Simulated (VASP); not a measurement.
Level of theory: PBEsol GGA, VASP's PBE PAW potentials (set 64) (plane waves; VASP).

VASP ran on this input.

### POSCAR
```
GdN
1
    0.0061567675     2.4627070126     2.4627070126
    2.4627070126     0.0061567675     2.4627070126
    2.4688637801     2.4688637801     0.0000000000
Gd N
1 1
Direct
  0.0000000000   0.0000000000   0.0000000000
  0.5000000000   0.5000000000   0.5000000000
```

**KPOINTS**
```
Automatic mesh
0
Gamma
12 12 12
0 0 0
```

### INCAR
```
SYSTEM = GdN
PREC = Accurate
ENCUT = 600
EDIFF = 1E-7
NELM = 100
ALGO = Normal
LREAL = .FALSE.
LASPH = .TRUE.
ISMEAR = 1
SIGMA = 0.1
GGA = PS
LMAXMIX = 6
LWAVE = .FALSE.
LCHARG = .FALSE.
ISIF = 2
IBRION = 2
NSW = 30
EDIFFG = -0.01
```

POTCAR, in this order: Gd_3 N (PBE.64 set). Program: vasp_std.

What VASP printed:

OUTCAR:
```
 ion  position               nearest neighbor table
   1  0.000  0.000  0.000-   2 2.46   2 2.46   2 2.46   2 2.46   2 2.46   2 2.46
   2  0.500  0.500  0.500-   1 2.46   1 2.46   1 2.46   1 2.46   1 2.46   1 2.46
  LATTYP: Found a body centered orthorhombic cell.
 ALAT       =     3.4740866733
 B/A-ratio  =     1.0050125313
 C/A-ratio  =     1.4177579572
 Subroutine PRICEL returns:
 Original cell was already a primitive cell.
 Subroutine GETGRP returns: Found  8 space group operations
The static configuration has the point symmetry D_2h.
The dynamic configuration has the point symmetry D_2h.
 Subroutine INISYM returns: Found  8 space group operations
 Subroutine IBZKPT returns following result:
 Found    280 irreducible k-points:

 Following reciprocal coordinates:
            Coordinates               Weight
  0.000000  0.000000  0.000000      1.000000
  0.083333 -0.000000  0.000000      4.000000
  0.166667 -0.000000  0.000000      4.000000
  0.250000 -0.000000  0.000000      4.000000
  0.333333 -0.000000  0.000000      4.000000
  0.416667  0.000000  0.000000      4.000000
  0.500000 -0.000000  0.000000      2.000000
...
```

### OSZICAR
```
       N       E                     dE             d eps       ncg     rms          rms(c)
DAV:   1     0.491946614712E+02    0.49195E+02   -0.74743E+03  6160   0.133E+03
DAV:   2    -0.157762132598E+02   -0.64971E+02   -0.60546E+02  8051   0.255E+02
DAV:   3    -0.191234111600E+02   -0.33472E+01   -0.32208E+01  8109   0.467E+01
DAV:   4    -0.191759364995E+02   -0.52525E-01   -0.52569E-01  7686   0.522E+00
DAV:   5    -0.191768042650E+02   -0.86777E-03   -0.86721E-03  8055   0.578E-01    0.293E+01
DAV:   6    -0.173106835953E+02    0.18661E+01   -0.16663E+01  7358   0.258E+01    0.257E+01
DAV:   7    -0.171351990021E+02    0.17548E+00   -0.13402E+00  7155   0.770E+00    0.175E+01
DAV:   8    -0.171285061267E+02    0.66929E-02   -0.12158E-01  6928   0.372E+00    0.551E+00
DAV:   9    -0.171237854588E+02    0.47207E-02   -0.13589E-02  7501   0.961E-01    0.364E-01
DAV:  10    -0.171238492263E+02   -0.63767E-04   -0.39100E-04  8591   0.202E-01    0.186E-01
DAV:  11    -0.171238410110E+02    0.82153E-05   -0.31748E-05  7617   0.561E-02    0.175E-02
DAV:  12    -0.171238405936E+02    0.41743E-06   -0.13494E-06  8357   0.129E-02    0.825E-03
DAV:  13    -0.171238406563E+02   -0.62753E-07   -0.20742E-07  5962   0.425E-03
   1 F= -.17123841E+02 E0= -.17123873E+02  d E =-.171238E+02
```

**OUTCAR**
```
------------------------ aborting loop because EDIFF is reached ----------------------------------------
  FORCE on cell =-STRESS in cart. coord.  units (eV):
  Direction    XX          YY          ZZ          XY          YZ          ZX
  --------------------------------------------------------------------------------------
  Total       -0.0325266     -0.0325266     -0.0344105     -0.1040789      0.0000000      0.0000000
  in kB       -1.7445497     -1.7445497     -1.8455928     -5.5822300      0.0000000      0.0000000
  external PRESSURE =      -1.7782308 kB  Pullay stress =       0.0000000 kB
  volume of cell :       29.87
      direct lattice vectors                 reciprocal lattice vectors
     0.006156768  2.462707013  2.462707013    -0.203537461  0.203537461  0.203028617
     2.462707013  0.006156768  2.462707013     0.203537461 -0.203537461  0.203028617
     2.468863780  2.468863780  0.000000000     0.202522312  0.202522312 -0.203028617
 POSITION                                       TOTAL-FORCE (eV/Angst)
 -----------------------------------------------------------------------------------
      0.00000      0.00000      0.00000         0.000000      0.000000      0.000000
      2.46886      2.46886      2.46271         0.000000      0.000000      0.000000
 -----------------------------------------------------------------------------------
    total drift:                                0.000000      0.000000      0.000000
  FREE ENERGIE OF THE ION-ELECTRON SYSTEM (eV)
  ---------------------------------------------------
  free  energy   TOTEN  =       -17.1238406563 eV

  energy  without entropy=      -17.1239362561  energy(sigma->0) =      -17.12387252

 reached required accuracy - stopping structural energy minimisation
```
(Selected blocks of OUTCAR.)

The 4f electrons are frozen in the core of the lanthanide potential, so 4f levels, which can set the real gap, and their magnetism are missing.

The compound is GdN in the rock salt structure. This cell was strained or had an atom moved on purpose.
